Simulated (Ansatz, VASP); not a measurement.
This is a calculation of Na4NO for Ansatz 0.2.0. The cell comes from a database or a generator and needn't be the stable form of this composition.

File input.yaml:

```yaml
crystal:
  lattice:
    - [4.014664, 0.0, 0.0]
    - [0.0, 4.014664, 0.0]
    - [0.0, 0.0, 5.87486]
  atoms:
    - { symbol: Na, position: [0.5, 0.0, 0.261924] }
    - { symbol: Na, position: [0.0, 0.5, 0.738076] }
    - { symbol: Na, position: [0.5, 0.0, 0.738076] }
    - { symbol: Na, position: [0.0, 0.5, 0.261924] }
    - { symbol: O, position: [0.5, 0.5, 0.5] }
    - { symbol: "N", position: [0.0, 0.0, 0.0] }
hamiltonian:
  xc: pbe
  pseudopotentials: { kind: paw }
kpoints:
  mp_grid: { grid: [7, 7, 5] }
scf:
  occupations: { method: fermi_dirac, width: 0.05 }
output:
  forces: true
  stress: true
  eigenvalues: true
  write_density: true
  write_potential: true
  elf: true
  volumetric_format: npy
```

Potentials or basis: Ansatz PAW.

Command:

```sh
$ ansatz run input.yaml --threads 2 --pin off --max-ram 5120MiB --backend cpu --events-out ev --progress --plain --runs-dir out
```

Question: Translate it to VASP 6.6.1. Potentials or basis there: PBE PAW files N, Na_pv, O, 520 eV.

Answer: As run (cutoffs and basis follow the program's own potentials, and thresholds, step limits or extra output files can differ):

Contents of INCAR:

```
SYSTEM = Na4NO
PREC = Accurate
ENCUT = 520
EDIFF = 1E-7
ISMEAR = -1
SIGMA = 0.05
LREAL = .False.
LASPH = .True.
NELM = 60
ALGO = Normal
ISIF = 2
LWAVE = .False.
LCHARG = .False.
GGA = PE
NBANDS = 28
```

File KPOINTS:

```
Automatic mesh
0
Gamma
  7 7 5
  0 0 0
```

File POSCAR:

```
Na4NO
1.0
    4.0146640000      0.0000000000      0.0000000000
    0.0000000000      4.0146640000      0.0000000000
    0.0000000000      0.0000000000      5.8748600000
Na O N
4 1 1
Direct
    0.5000000000      0.0000000000      0.2619240000
    0.0000000000      0.5000000000      0.7380760000
    0.5000000000      0.0000000000      0.7380760000
    0.0000000000      0.5000000000      0.2619240000
    0.5000000000      0.5000000000      0.5000000000
    0.0000000000      0.0000000000      0.0000000000
```

Potentials or basis: VASP PAW PBE potentials, release 64 (Na_pv, O, N).

The run is started by

```console
$ cat potpaw_PBE.64/Na_pv/POTCAR potpaw_PBE.64/O/POTCAR potpaw_PBE.64/N/POTCAR > POTCAR
$ mpirun -np 1 vasp_std > vasp.out
```

Both were run:

|  | Ansatz | VASP |
| --- | --- | --- |
| Pressure | -0.4 GPa | -0.3 GPa |
| Largest force | 0.068 eV/Å | 0.072 eV/Å |

Ansatz's pressure holds a Pulay term of +0.23 GPa for its cutoff of 420 eV, which the other run lacks.

The potentials hold 47 and 39 valence electrons a cell.

Where Ansatz's input types no cutoff or centring, it takes its own default and a Γ-centred mesh.

Pressure is positive in compression.
